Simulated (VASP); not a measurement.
Consider the following.

```
PbO
1.0
    3.99662     0.00000    -0.02997
    0.00000     3.99662     0.00000
   -0.03946     0.00000     5.26154
Pb O
2 2
Direct
  0.50000   0.00000   0.77373
  0.00000   0.50000   0.22627
  0.50000   0.50000   0.00000
  0.00000   0.00000   0.00000
```

All values below come from r2SCAN meta-GGA, VASP's PBE PAW potentials (set 64) (plane waves; VASP). Run with 600 eV cut-off, 6×6×4 Γ-centred mesh, Gaussian smearing of 0.050 eV, potentials Pb_d O.

Task: Estimate the energy per atom (σ→0), largest force.

Result: 
The energy per atom (σ→0) is -32.382 eV/atom and the largest force is 0.091 eV/Å.

Only differences to runs with the same potentials and settings are physical.

The compound is PbO in the litharge structure. This cell was strained or had an atom moved on purpose.
